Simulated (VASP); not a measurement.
Here is the system:

```yaml
crystal:
  lattice:
    - [3.65401, 0.00000, 0.00000]
    - [-1.82700, 3.16446, 0.00000]
    - [0.00000, 0.00000, 6.47609]
  atoms:
    - { symbol: K, position: [0.00000, 0.00000, 0.00000] }
    - { symbol: K, position: [0.00000, 0.00000, 0.50000] }
    - { symbol: F, position: [0.33333, 0.66667, 0.25000] }
    - { symbol: F, position: [0.66667, 0.33333, 0.75000] }
```

Calculation: r2SCAN meta-GGA, VASP's PBE PAW potentials (set 64) (plane waves; VASP). Run with 520 eV cut-off, 8×8×4 Γ-centred mesh, tetrahedra with Blöchl corrections, potentials K_sv F.

Task: Tabulate the total density of states (states/eV per cell) against energy (eV; zero at the valence-band maximum or, without a gap, the Fermi level).

Result: 
(E (eV), DOS (states/eV)): (-9.98, 18.6); (-9.62, 7.62); (-9.26, 0.00); (-9.02, 0.00); (-8.66, 0.00); (-8.30, 0.00); (-7.94, 0.00); (-7.58, 0.00); (-7.22, 0.00); (-6.98, 0.00); (-6.62, 0.00); (-6.26, 0.00); (-5.90, 0.00); (-5.54, 0.00); (-5.30, 0.00); (-4.94, 0.00); (-4.58, 0.00); (-4.22, 0.00); (-3.86, 0.00); (-3.62, 0.00); (-3.26, 0.00); (-2.90, 0.00); (-2.54, 0.00); (-2.18, 0.00); (-1.82, 0.00); (-1.58, 0.00); (-1.22, 0.00); (-0.86, 0.06); (-0.50, 14.5); (-0.14, 25.0); (0.10, 0.00); (0.46, 0.00); (0.82, 0.00); (1.18, 0.00); (1.54, 0.00); (1.78, 0.00); (2.14, 0.00); (2.50, 0.00); (2.86, 0.00); (3.22, 0.00); (3.58, 0.00); (3.82, 0.00); (4.18, 0.00); (4.54, 0.00); (4.90, 0.00); (5.26, 0.00); (5.50, 0.00); (5.86, 0.00); (6.22, 0.00); (6.58, 0.00); (6.94, 0.00); (7.18, 0.07); (7.54, 0.20); (7.90, 0.28); (8.26, 0.41); (8.62, 0.62); (8.98, 1.67); (9.22, 2.14); (9.58, 4.55); (9.94, 1.85)
Within 2 eV below the valence-band maximum the largest weight inside VASP's projection spheres is F p.

The structure was generated: KF was put into the NiAs type type (P6_3/mmc), which need not be its known phase. It was relaxed first, which changed the volume by -13 %.
